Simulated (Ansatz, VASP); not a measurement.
# CuI (Marshite): VASP beside Ansatz

Aim: how closely do two programs agree when they are given the same cell, functional and k mesh? The cell is taken from a series of runs on this material, whose earlier steps may have relaxed, scaled, displaced or heated it; both programs get it as it stands.

Calculated with Ansatz 0.2.0; plane waves, with VASP 6.6.1 beside it; relaxation of cell and atoms at LDA and zone-centre phonons at LDA.

In doubt: a PseudoDojo file used here is known to give poor structures and forces (step 2), which bears on pressures, cells, forces and phonons.

**1. Starting point**

It takes space group F-43m (No. 216, cubic). The conventional cell has a = 5.853 Å, b = 5.853 Å, c = 5.853 Å, α = 90.00°, β = 90.00°, γ = 90.00°. Cu has 4 I at 2.53 Å nearest. Nearest to I lie 4 Cu at 2.53 Å. Farther neighbours and most contacts between anions are not listed.

**2. Ansatz: relaxation of cell and atoms, LDA**

Ansatz runs on norm-conserving files, of PseudoDojo where its log says so.

The relaxed volume is the usual yardstick between codes: in a stiff, nearly cubic crystal its relative difference is about their pressure difference at one cell divided by the bulk modulus.

Contents of input.yaml:

```yaml
crystal:
  lattice:
    - [0.0, 2.9264385021, 2.9264385021]
    - [2.9264385021, 0.0, 2.9264385021]
    - [2.9264385021, 2.9264385021, 0.0]
  atoms:
    - { symbol: Cu, position: [0.25, 0.25, 0.25] }
    - { symbol: I, position: [0.0, 0.0, 0.0] }
kpoints:
  mp_grid: { grid: [8, 8, 8] }
hamiltonian:
  xc: lda
  pseudopotentials: { kind: nc, accuracy: standard }
scf:
  occupations: { method: gaussian, width: 0.02 }
output:
  forces: true
  stress: true
  eigenvalues: true
  write_density: true
  write_potential: true
  elf: true
  volumetric_format: npy
relax:
  adjacent_minimum: "off"
  f_tol: 0.005
  max_steps: 80
  cell: { stress_tol: 0.05 }
```

Started as:

```
$ ansatz run input.yaml --threads 4 --pin off --max-ram 10240MiB --backend cpu --events-out ev --progress --plain --runs-dir out
```

Log:

```text
Engine: ansatz 0.2.0, aarch64-unknown-linux-gnu
Pseudopotentials: kind: nc
Pseudopotential: Cu, nc, valence charge 19, recommended cutoff 1251.723767 eV (normal), Cu.nc.azcp (PseudoDojo's, or run here from an input of PseudoDojo's; its table is named by hamiltonian.pseudopotentials.accuracy)
Pseudopotential: I, nc, valence charge 7, recommended cutoff 952.398519 eV (normal), I.nc.azcp (PseudoDojo's, or run here from an input of PseudoDojo's; its table is named by hamiltonian.pseudopotentials.accuracy)
Functional definition: SPW92
  exchange = slater_x
  correlation = pw_c
Crystal: 2 atoms, lattice volume = 50.124 Å³
Basis set: ecut = 1251.723767 eV, 5029 PW (Γ)
Bands: 17, of which v1, the nominal top of the filled ones, is band 13 counted from 1 (12 counted from 0)
Symmetry: 24 space group operations
Space group: F-43m (ITA 216), of the structure as read, at distance tolerance 3.7e-5 Å
k-points: 29 of 512 (time reversal used)
Non-local potential: Cu, projectors of the file, l = 0: 2, l = 1: 2, l = 2: 2
Non-local potential: I, projectors of the file, l = 0: 2, l = 1: 2, l = 2: 2, l = 3: 2
Initial density: superposition of atomic densities (chi_scale 0.1, normalization cell, long waves kept (reshape's long-wave potential 0.00 eV rms))
Initial wavefunctions: pseudopotential atomic-orbital guess
Functional: x = slater, c = lda
SCF iter   1: F=—  HF=-5510.125371 eV  |F-HF|=—  |Δ(HF+E_count)|=         —  Δρ=3.62e-2  dr2=6.54e-1  ethr=3.10e-3  ⟨swp⟩=6.1  Hψ=2871  notcnv=0
preconditioner: auto → none  [insulator: Δε(μ)=1.423 eV  Ē_g=9.800 eV  σ=0.020 eV  W_gap=1.00  n_scr=14 (ndim 8)  ℏωp=22.3 eV  f_vac=0.031  D(μ)=0.00/eV (n_scr^D=0)  ε∞_Penn≈6.2]
SCF iter   2: F=—  HF=-5510.032229 eV  |F-HF|=—  |Δ(HF+E_count)|=   9.31e-2  Δρ=3.77e-2  dr2=4.97e-1  ethr=2.52e-3  ⟨swp⟩=3.9  Hψ=1314  notcnv=0
SCF iter   3: F=—  HF=-5509.934910 eV  |F-HF|=—  |Δ(HF+E_count)|=   9.73e-2  Δρ=9.88e-3  dr2=3.30e-2  ethr=1.91e-3  ⟨swp⟩=2.1  Hψ=975  notcnv=0
SCF iter   4: F=—  HF=-5509.926405 eV  |F-HF|=—  |Δ(HF+E_count)|=   8.50e-3  Δρ=2.66e-3  dr2=1.49e-3  ethr=1.27e-4  ⟨swp⟩=2.9  Hψ=861  notcnv=0
SCF iter   5: F=—  HF=-5509.926026 eV  |F-HF|=—  |Δ(HF+E_count)|=   3.79e-4  Δρ=3.82e-4  dr2=2.38e-5  ethr=5.74e-6  ⟨swp⟩=2.2  Hψ=757  notcnv=0
SCF iter   6: F=—  HF=-5509.925879 eV  |F-HF|=—  |Δ(HF+E_count)|=   1.47e-4  Δρ=5.88e-5  dr2=5.15e-7  ethr=9.15e-8  ⟨swp⟩=2.3  Hψ=753  notcnv=0
SCF iter   7: F=-5509.925879 eV  HF=-5509.925879 eV  |F-HF|=4.26e-9  |Δ(HF+E_count)|=   4.98e-8  Δρ=5.54e-6  dr2=5.76e-9  ethr=3.85e-10  ⟨swp⟩=11.7  Hψ=3958  notcnv=0
SCF 1 converged in 7 iterations: F = -5509.925879 eV  dr2 = 5.76e-9
relax step   1: F+E_penalty+E_count = -5509.92587882 eV  Δ(F+E_penalty+E_count) = +0.000e0 eV  max|allowed force component| = 2.961e-16 eV/Å  Δτ_max = 0.0000 Å  P = -0.012 GPa  Ω = 50.124 Å³  (7 SCF iters, dr2 threshold 1.00e-7 eV, accepted)
Initial density: handed on by an earlier stage of this run
Initial wavefunctions: pseudopotential atomic-orbital guess (no wavefunctions were taken with the density)
iter 1 solved again at ethr=1.30e-7 eV; its pass at ethr=3.10e-3 eV (dr2=3.37e-5 eV) is discarded
SCF iter   1: F=—  HF=-5509.926022 eV  |F-HF|=—  |Δ(HF+E_count)|=         —  Δρ=5.63e-6  dr2=6.24e-9  ethr=1.30e-7  ⟨swp⟩=3.8  Hψ=4402  notcnv=0
eigensolver tolerance schedule: the retry pair's looser diagonalisation over-reported the residual by 5399.78 of it (diagonalisation noise at 0.29 of the residual, at the tolerance the schedule requests for it); recorded, not acted on — ethr = c·dr2/N_el stays at c = 1.0e-1
preconditioner: auto → none  [insulator: Δε(μ)=1.209 eV  Ē_g=9.471 eV  σ=0.020 eV  W_gap=1.00  n_scr=14 (ndim 8)  ℏωp=22.3 eV  f_vac=0.062  D(μ)=0.00/eV (n_scr^D=0)  ε∞_Penn≈6.5]
SCF iter   2: F=—  HF=-5509.925879 eV  |F-HF|=—  |Δ(HF+E_count)|=   1.44e-4  Δρ=3.93e-6  dr2=5.94e-9  ethr=2.40e-11  ⟨swp⟩=3.1  Hψ=1184  notcnv=0
SCF iter   3: F=—  HF=-5509.925879 eV  |F-HF|=—  |Δ(HF+E_count)|=   1.27e-9  Δρ=1.35e-6  dr2=2.74e-10  ethr=2.28e-11  ⟨swp⟩=2.0  Hψ=638  notcnv=0
SCF iter   4: F=-5509.925879 eV  HF=-5509.925879 eV  |F-HF|=9.09e-12  |Δ(HF+E_count)|=  2.18e-11  Δρ=2.37e-7  dr2=1.95e-11  ethr=1.00e-12  ⟨swp⟩=5.2  Hψ=2782  notcnv=0
SCF 2 converged in 4 iterations: F = -5509.925879 eV  dr2 = 1.95e-11
relax step   2: F+E_penalty+E_count = -5509.92587882 eV  Δ(F+E_penalty+E_count) = -3.371e-9 eV  max|allowed force component| = 3.053e-16 eV/Å  Δτ_max = 0.0000 Å  P = -0.012 GPa  Ω = 50.124 Å³  stress off target by 1.18e-2 GPa  SCF on the basis re-selected at this cell (its energy is not comparable with the rows above)  (4 SCF iters)
basis re-selected at this cell: Δ(F+E_penalty+E_count) = -3.371e-9 eV, ΔP = -0.000 GPa vs the last step (what re-selecting the basis moved, of the pressure what is left beyond the Pulay correction that the steps carried, after the strain that the cell walked since its last selection, with what the two solves' SCF thresholds leave and, on support functions, any second-order correction that the steps lacked; it is no m [...]
SCF converged after 4 iterations
Free energy (F): -5509.925879 eV
Harris-Foulkes:  -5509.925879 eV  (|F-HF|=9.09e-12)
Internal energy: -5509.925879 eV  (E = F + TS)
E sigma→0 (E₀):  -5509.925879 eV
Fermi energy:    8.543625 eV
--- Per-component energies (eV) ---
  E_band       = -506.053377
  E_kinetic    = 2460.608983
  E_local      = -6229.703990  (includes V_loc(G=0)·N_el)
  E_nonlocal   = -862.776616
  E_hartree    = 2433.559235
  E_xc         = -736.809753
  E_vxc        = -741.300173  (∫ρ·V_xc dr)
  E_ewald      = -2574.803738
  E_smearing   = -0.000000  (= −TS)
  E_closure    = -0.000000  (closes the sum)
  Σ components = -5509.925879   (vs F -5509.925879, Δ=0.00e0)
--- Forces (eV/Å), atoms counted from 1 ---
  atom   1  Cu    -0.00000000    -0.00000000     0.00000000
  atom   2  I      0.00000000    -0.00000000    -0.00000000
  max |Σ_I F_I| component: 3.70e-17 eV/Å
--- Stress (GPa, compression-positive) ---
       -0.011754       0.000000      -0.000000
        0.000000      -0.011754       0.000000
       -0.000000       0.000000      -0.011754
  P = ⅓ Tr σ = -0.0118 GPa (-0.118 kbar)
--- Band table (eV; the first three rows and the last of 29) ---
  k-point 0: bands = [... 9 lower, 5.5568, 7.9391, 7.9391, 7.9391, 9.1478, 12.6761, 12.6761, 12.6761]
  k-point 1: bands = [... 9 lower, 5.5487, 7.1466, 7.7870, 7.7870, 9.8985, 12.6292, 12.9301, 12.9301]
  k-point 2: bands = [... 9 lower, 5.5439, 6.2947, 7.4596, 7.4596, 10.2309, 13.3071, 13.3071, 13.5473]
  k-point 28: bands = [... 9 lower, 5.4841, 5.6561, 5.8719, 6.2843, 12.5105, 12.7632, 13.9800, 14.1835]
--- Relaxed structure (1 steps of the walk, 1 accepted, 1 SCFs on fresh bases) ---
  F+E_penalty+E_count = -5509.92587882 eV   max|allowed force component| = 3.053e-16 eV/Å   (the final SCF, on the basis selected at the relaxed cell)
  cell:  # Å, volume = 50.1243 Å³
    - [0.0, 2.9264385021, 2.9264385021]
    - [2.9264385021, 0.0, 2.9264385021]
    - [2.9264385021, 2.9264385021, 0.0]
  atoms:
    - { symbol: Cu, position: [0.25, 0.25, 0.25] }
    - { symbol: I, position: [0.0, 0.0, 0.0] }
```

**3. VASP: relaxation of cell and atoms, LDA**

The same cell, functional (in two slightly different forms), mesh and smearing now go to VASP, with its own data sets.

Lines of VASP's logs that name or quote its potential files are left out, and so is its time.

Contents of INCAR:

```
SYSTEM = CuI
PREC = Accurate
ENCUT = 600
EDIFF = 1E-07
NELM = 120
ISMEAR = 0
SIGMA = 0.02
LREAL = .FALSE.
ALGO = Normal
GGA = CA
NBANDS = 15
LASPH = .TRUE.
LORBIT = 11
LWAVE = .FALSE.
LCHARG = .FALSE.
ISIF = 3
IBRION = 2
NSW = 80
EDIFFG = -0.005
GGA_COMPAT = .FALSE.
NELMIN = 4
EFERMI = MIDGAP
KPAR = 2
```

Contents of POSCAR:

```
CuI
1.0
    0.0000000000      2.9264390000      2.9264390000
    2.9264390000      0.0000000000      2.9264390000
    2.9264390000      2.9264390000      0.0000000000
Cu I
1 1
Direct
    0.2499999146      0.2499999146      0.2499999146
    0.0000000000      0.0000000000      0.0000000000
```

Contents of KPOINTS:

```
Automatic mesh
0
Gamma
8 8 8
0 0 0
```

The projector-augmented-wave data sets are Cu and I (LDA family, release 64).

Started as:

```
$ mpirun -np 2 vasp_std
```

Log:

```text
[banner, memory and clock lines left out]
running    2 mpi-ranks, on    1 nodes
 distrk:  each k-point on    1 cores,    2 groups
 distr:  one band on    1 cores,    1 groups

 POSCAR found type information on POSCAR CuI
 POSCAR found :  2 types and       2 ions
 LDA part: xc-table for (Slater(with rela. corr.)+CA(PZ))
 , standard interpolation
 POSCAR, INCAR and KPOINTS ok, starting setup
 FFT: planning ... GRIDC
 FFT: planning ... GRID_SOFT
 FFT: planning ... GRID
 WAVECAR not read
 entering main loop
       N       E                     dE             d eps       ncg     rms          rms(c)
DAV:   1     0.101193050269E+03    0.10119E+03   -0.84085E+03   877   0.151E+03
DAV:   2    -0.370384091838E+00   -0.10156E+03   -0.93548E+02   898   0.264E+02
DAV:   3    -0.713072875543E+01   -0.67603E+01   -0.66446E+01  1171   0.726E+01
DAV:   4    -0.732355749043E+01   -0.19283E+00   -0.19274E+00  1026   0.109E+01
DAV:   5    -0.733331746578E+01   -0.97600E-02   -0.97596E-02  1344   0.275E+00    0.651E+00
DAV:   6    -0.722446741008E+01    0.10885E+00   -0.40922E+00   919   0.615E+01    0.408E+00
DAV:   7    -0.700350579851E+01    0.22096E+00   -0.97923E-01  1017   0.374E+01    0.202E+00
DAV:   8    -0.700027473502E+01    0.32311E-02   -0.55891E-02  1353   0.392E+00    0.550E-01
DAV:   9    -0.699609775741E+01    0.41770E-02   -0.11710E-02  1080   0.354E+00    0.269E-01
DAV:  10    -0.699612235353E+01   -0.24596E-04   -0.67625E-04  1080   0.183E-01    0.184E-01
DAV:  11    -0.699594190117E+01    0.18045E-03   -0.93195E-04  1153   0.111E+00    0.345E-02
DAV:  12    -0.699594574387E+01   -0.38427E-05   -0.10798E-04  1290   0.135E-01    0.432E-02
DAV:  13    -0.699594436741E+01    0.13765E-05   -0.40601E-06  1403   0.166E-02    0.159E-02
DAV:  14    -0.699594336752E+01    0.99989E-06   -0.13788E-06  1329   0.373E-02    0.699E-03
DAV:  15    -0.699594319227E+01    0.17525E-06   -0.94160E-07  1379   0.279E-02    0.143E-03
DAV:  16    -0.699594319861E+01   -0.63337E-08   -0.60096E-08   582   0.615E-03
   1 F= -.69959432E+01 E0= -.69959432E+01  d E =-.699594E+01
 curvature:   0.00 expect dE= 0.000E+00 dE for cont linesearch  0.000E+00
 trial: gam= 0.00000 g(F)=  0.924E-42 g(S)=  0.964E-03 ort = 0.000E+00 (trialstep = 0.100E+01)
 search vector abs. value=  0.964E-03
 bond charge predicted
       N       E                     dE             d eps       ncg     rms          rms(c)
DAV:   1    -0.701566537981E+01   -0.19722E-01   -0.29190E-01   870   0.135E+01    0.107E+00
DAV:   2    -0.700402688840E+01    0.11638E-01   -0.15738E-01   870   0.137E+01    0.449E-01
DAV:   3    -0.699708705023E+01    0.69398E-02   -0.32209E-02   870   0.630E+00    0.199E-01
DAV:   4    -0.699639509994E+01    0.69195E-03   -0.20746E-03  1280   0.597E-01    0.672E-02
DAV:   5    -0.699636596667E+01    0.29133E-04   -0.40671E-05  1324   0.118E-01    0.542E-02
DAV:   6    -0.699633997678E+01    0.25990E-04   -0.18278E-05  1375   0.127E-01    0.401E-03
DAV:   7    -0.699634055782E+01   -0.58104E-06   -0.64130E-06  1326   0.194E-02    0.918E-03
DAV:   8    -0.699634057962E+01   -0.21802E-07   -0.38584E-08   645   0.226E-03
   2 F= -.69963406E+01 E0= -.69963406E+01  d E =-.397381E-03
 trial-energy change:   -0.000397  1 .order   -0.000375   -0.000964    0.000213
 step:   0.8343(harm=  0.8187)  dis= 0.00000  next Energy=    -6.996358 (dE=-0.415E-03)
 bond charge predicted
       N       E                     dE             d eps       ncg     rms          rms(c)
DAV:   1    -0.699690237860E+01   -0.56182E-03   -0.79796E-03   870   0.222E+00    0.182E-01
DAV:   2    -0.699659611325E+01    0.30627E-03   -0.46696E-03   870   0.228E+00    0.797E-02
DAV:   3    -0.699637987999E+01    0.21623E-03   -0.96516E-04   870   0.112E+00    0.321E-02
DAV:   4    -0.699636208464E+01    0.17795E-04   -0.55956E-05  1099   0.711E-02    0.111E-02
DAV:   5    -0.699636100372E+01    0.10809E-05   -0.20171E-06  1283   0.361E-02    0.914E-03
DAV:   6    -0.699636043147E+01    0.57225E-06   -0.51556E-07  1382   0.983E-03    0.282E-03
DAV:   7    -0.699636035779E+01    0.73676E-07   -0.88380E-08   507   0.134E-02
   3 F= -.69963604E+01 E0= -.69963604E+01  d E =-.417159E-03
 curvature:  -0.41 expect dE=-0.347E-06 dE for cont linesearch -0.347E-06
 trial: gam= 0.00000 g(F)=  0.120E-40 g(S)=  0.854E-06 ort =-0.287E-04 (trialstep = 0.967E+00)
 search vector abs. value=  0.854E-06
 reached required accuracy - stopping structural energy minimisation
```

From OUTCAR (step 3):

```text
ion  position               nearest neighbor table
   1  0.250  0.250  0.250-   2 2.53   2 2.53   2 2.53   2 2.53
   2  0.000  0.000  0.000-   1 2.53   1 2.53   1 2.53   1 2.53

  LATTYP: Found a face centered cubic cell.
 ALAT       =     5.8528780000

 Subroutine GETGRP returns: Found 24 space group operations
 (whereof 24 operations were pure point group operations)

The static configuration has the point symmetry T_d .

 Found     29 irreducible k-points:

   k-points           NKPTS =     29   k-points in BZ     NKDIM =     29   number of bands    NBANDS=     15

   dimension x,y,z NGX =    36 NGY =   36 NGZ =   36
   dimension x,y,z NGXF=    72 NGYF=   72 NGZF=   72

   ENCUT  =  600.0 eV  44.10 Ry    6.64 a.u.   8.27  8.27  8.27*2*pi/ulx,y,z

   NELECT =      18.0000    total number of electrons

 k-points in reciprocal lattice and weights: Automatic mesh
   0.00000000  0.00000000  0.00000000       0.002
   0.12500000  0.00000000  0.00000000       0.016
   0.25000000  0.00000000  0.00000000       0.016
   0.37500000  0.00000000  0.00000000       0.016
   0.50000000  0.00000000  0.00000000       0.008
   0.12500000  0.12500000  0.00000000       0.012
   0.25000000  0.12500000  0.00000000       0.047
   0.37500000  0.12500000  0.00000000       0.047
   0.50000000  0.12500000  0.00000000       0.047
[...]
-0.37500000  0.50000000  0.12500000       0.023
  -0.25000000  0.50000000  0.25000000       0.012

 average (electrostatic) potential at core
       1 -66.0957       2 -92.1194

 E-fermi :   5.9529

 k-point     1 :       0.0000    0.0000    0.0000
  band No.  band energies     occupation
    ...
      5       2.9451      2.00000
      6       2.9451      2.00000
      7       5.3138      2.00000
      8       5.3138      2.00000
      9       5.3138      2.00000
     10       6.5920      0.00000
     11      10.0671      0.00000
     12      10.0671      0.00000
     13      10.0671      0.00000
     14      13.4318      0.00000
    ...

 k-point     2 :       0.1250    0.0000    0.0000
  band No.  band energies     occupation
    ...
      5       2.9372      2.00000
      6       2.9372      2.00000
      7       4.5314      2.00000
      8       5.1640      2.00000
      9       5.1640      2.00000
     10       7.3323      0.00000
     11      10.0228      0.00000
     12      10.3171      0.00000
     13      10.3171      0.00000
     14      14.2228      0.00000
    ...

 k-point     3 :       0.2500    0.0000    0.0000
  band No.  band energies     occupation
    ...
      5       2.9325      2.00000
      6       2.9325      2.00000
      7       3.6791      2.00000
      8       4.8408      2.00000
      9       4.8408      2.00000
     10       7.6635      0.00000
     11      10.6865      0.00000
     12      10.6865      0.00000
     13      10.9373      0.00000
     14      14.0938      0.00000
    ...

  Total       -0.0034359     -0.0034359     -0.0034359      0.0000000      0.0000000     -0.0000000
  in kB       -0.1090649     -0.1090649     -0.1090649      0.0000000      0.0000000     -0.0000000
  external PRESSURE =      -0.1090649 kB  Pullay stress =       0.0000000 kB

  energy-cutoff  :      600.00
  volume of cell :       50.47
      direct lattice vectors                 reciprocal lattice vectors
    -0.000000000  2.933235994  2.933235994    -0.170460202  0.170460202  0.170460202
     2.933235994 -0.000000000  2.933235994     0.170460202 -0.170460202  0.170460202
     2.933235994  2.933235994  0.000000000     0.170460202  0.170460202 -0.170460202

 POSITION                                       TOTAL-FORCE (eV/Angst)
 -----------------------------------------------------------------------------------
      1.46662      1.46662      1.46662         0.000000      0.000000      0.000000
     -0.00000      0.00000      0.00000        -0.000000     -0.000000     -0.000000
 -----------------------------------------------------------------------------------
    total drift:                                0.000129      0.000129      0.000129

  FREE ENERGIE OF THE ION-ELECTRON SYSTEM (eV)
  ---------------------------------------------------
  free  energy   TOTEN  =        -6.9963603578 eV

  energy  without entropy=       -6.9963603578  energy(sigma->0) =       -6.99636036

 reached required accuracy - stopping structural energy minimisation

 total charge
# of ion       s       p       d       tot
------------------------------------------
    1        0.370   0.330   9.326  10.025
    2        1.495   2.777   0.068   4.339
--------------------------------------------------
tot          1.864   3.106   9.394  14.365

[... 3 further parts left out ...]
```

**4. Comparison**

Known differences besides the potentials themselves: the two LDA forms differ slightly; the data sets hold 26 valence electrons in Ansatz (on norm-conserving files, of PseudoDojo where its log says so) and 18 in VASP; the cutoff is 1251.72 eV in Ansatz and 600 eV in VASP; VASP's log shows a relativistic correction to its local exchange, Ansatz's none; Ansatz adds a Pulay correction to the stress that steers its cell, VASP none. Total energies have different zeros and are not compared.

Both answers:

```tsv
quantity	Ansatz	VASP	difference
volume (Å³)	50.12	50.47	-0.69 %
edge a after relaxation, in the typed setting (Å)	4.139	4.148	-0.23 %
```

(Part 1 of 2 ends here.)

[Lines on the potential files, build, host, timing and source positions are cut from VASP's logs without a mark.]

[Logs are printed without paths, hosts, clocks, repeated set-up lines and the standing remarks that a program may print on its own settings, such as how far it seeks lower states.]

[Hosts, paths, dates, database ids (printed as entryN), source tags and the programs' standing remarks are cut or masked in the printed files.]
